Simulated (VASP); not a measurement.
Calculation: PBEsol GGA, VASP's PBE PAW potentials (set 64) (plane waves; VASP).

Input for VASP

### POSCAR
```
BN
1
    2.5056494361     0.0000000000     0.0000000000
   -1.2528247181     2.1699559304    -0.0000000000
    0.0000000000    -0.0000000000     6.8982995544
B N
2 2
Direct
  0.3333330000   0.6666670000   0.2500000000
  0.6666670000   0.3333330000   0.7500000000
  0.6666670000   0.3333330000   0.2500000000
  0.3333330000   0.6666670000   0.7500000000
```

File KPOINTS:
```
Automatic mesh
0
Gamma
13 13 5
0 0 0
```

**INCAR**
```
# general
SYSTEM = BN
PREC   = Accurate
ENCUT  = 520
LREAL  = .FALSE.
LASPH  = .TRUE.

# electronic loop
EDIFF  = 1E-7
NELM   = 100
ALGO   = Normal

# smearing
ISMEAR = -5

# functional
GGA    = PS

# ions
ISIF   = 2

# output
LWAVE  = .FALSE.
LCHARG = .TRUE.
LORBIT = 11
NEDOS  = 601
```

POTCAR, in this order: B N (PBE.64 set). Program: vasp_std.

Output

**OSZICAR**
```
       N       E                     dE             d eps       ncg     rms          rms(c)
DAV:   1     0.658684549163E+02    0.65868E+02   -0.82342E+03  1528   0.122E+03
DAV:   2    -0.353497505226E+02   -0.10122E+03   -0.91984E+02  2268   0.263E+02
DAV:   3    -0.399854912492E+02   -0.46357E+01   -0.46027E+01  1896   0.594E+01
DAV:   4    -0.400352306503E+02   -0.49739E-01   -0.49707E-01  1880   0.677E+00
DAV:   5    -0.400360197340E+02   -0.78908E-03   -0.78890E-03  1936   0.838E-01    0.110E+01
DAV:   6    -0.369637423245E+02    0.30723E+01   -0.75938E+00  1776   0.224E+01    0.506E+00
DAV:   7    -0.366607278417E+02    0.30301E+00   -0.46265E-01  1900   0.588E+00    0.307E+00
DAV:   8    -0.365721540153E+02    0.88574E-01   -0.27603E-01  1816   0.401E+00    0.392E-01
DAV:   9    -0.365694607340E+02    0.26933E-02   -0.11131E-02  1848   0.940E-01    0.170E-01
DAV:  10    -0.365702323239E+02   -0.77159E-03   -0.10348E-03  1836   0.275E-01    0.351E-02
DAV:  11    -0.365703333693E+02   -0.10105E-03   -0.13965E-04  1944   0.103E-01    0.226E-02
DAV:  12    -0.365703332676E+02    0.10173E-06   -0.35421E-05  1828   0.510E-02    0.295E-03
DAV:  13    -0.365703335010E+02   -0.23342E-06   -0.13118E-06  1944   0.104E-02    0.125E-03
DAV:  14    -0.365703335747E+02   -0.73670E-07   -0.12692E-07  1600   0.296E-03
   1 F= -.36570334E+02 E0= -.36570334E+02  d E =0.000000E+00
```

File OUTCAR:
```
------------------------ aborting loop because EDIFF is reached ----------------------------------------
  FORCE on cell =-STRESS in cart. coord.  units (eV):
  Direction    XX          YY          ZZ          XY          YZ          ZX
  --------------------------------------------------------------------------------------
  Total       -0.0047521     -0.0047521      0.0184464      0.0000000      0.0000000     -0.0000000
  in kB       -0.2029920     -0.2029920      0.7879669      0.0000000      0.0000000     -0.0000000
  external PRESSURE =       0.1273276 kB  Pullay stress =       0.0000000 kB
  volume of cell :       37.51
      direct lattice vectors                 reciprocal lattice vectors
     2.505649436  0.000000000  0.000000000     0.399098128  0.230419426  0.000000000
    -1.252824718  2.169955930  0.000000000     0.000000000  0.460838852  0.000000000
     0.000000000  0.000000000  6.898299554     0.000000000  0.000000000  0.144963261
  FREE ENERGIE OF THE ION-ELECTRON SYSTEM (eV)
  ---------------------------------------------------
  free  energy   TOTEN  =       -36.5703335747 eV

  energy  without entropy=      -36.5703335747  energy(sigma->0) =      -36.57033357

 total charge

# of ion       s       p       d       tot
------------------------------------------
    1        0.742   1.424   0.000   2.165
    2        0.742   1.424   0.000   2.165
    3        1.220   2.786   0.000   4.005
    4        1.220   2.786   0.000   4.005
--------------------------------------------------
tot          3.923   8.419   0.000  12.341
```
(Selected blocks of OUTCAR.)

**OUTCAR**
```
 val. band max:        1.9146412605   @ k =   0.3077   0.3077   0.0000

 cond. band min:       6.1670518966   @ k =   0.4615   0.0769   0.0000


 Fermi energy:         1.9472084413

 k-point     1 :       0.0000    0.0000    0.0000
  band No.  band energies     occupation
      1     -15.8309      2.00000
      2     -15.6048      2.00000
      3      -4.2386      2.00000
      4      -2.4318      2.00000
      5       0.5737      2.00000
      6       0.5738      2.00000
      7       0.5993      2.00000
      8       0.5994      2.00000
      9       6.7283      0.00000
     10      11.5998      0.00000
     11      13.3854      0.00000
     12      13.3920      0.00000

 k-point     2 :       0.0769    0.0000    0.0000
  band No.  band energies     occupation
      1     -15.7150      2.00000
      2     -15.4921      2.00000
      3      -4.0795      2.00000
      4      -2.2869      2.00000
      5       0.0947      2.00000
      6       0.1147      2.00000
      7       0.3488      2.00000
      8       0.3770      2.00000
      9       6.9394      0.00000
     10      11.5651      0.00000
     11      13.2241      0.00000
     12      13.3843      0.00000

 k-point     3 :       0.1538    0.0000    0.0000
  band No.  band energies     occupation
      1     -15.3726      2.00000
      2     -15.1592      2.00000
      3      -3.6069      2.00000
      4      -1.8594      2.00000
      5      -1.1473      2.00000
      6      -1.1253      2.00000
      7      -0.2132      2.00000
      8      -0.1795      2.00000
      9       7.5054      0.00000
     10      11.3641      0.00000
     11      12.8542      0.00000
     12      13.2407      0.00000

 k-point     4 :       0.2308    0.0000    0.0000
  band No.  band energies     occupation
      1     -14.8219      2.00000
      2     -14.6249      2.00000
      3      -2.8383      2.00000
      4      -2.7743      2.00000
      5      -2.7384      2.00000
      6      -1.1740      2.00000
...
```

Without a dispersion term in the relaxation, distances and binding between the weakly bound layers, chains or molecules are unreliable, and so is what depends on them.

The structure was generated: BN was put into the layered h-BN type type (P6_3/mmc), which need not be its known phase. It was relaxed first.
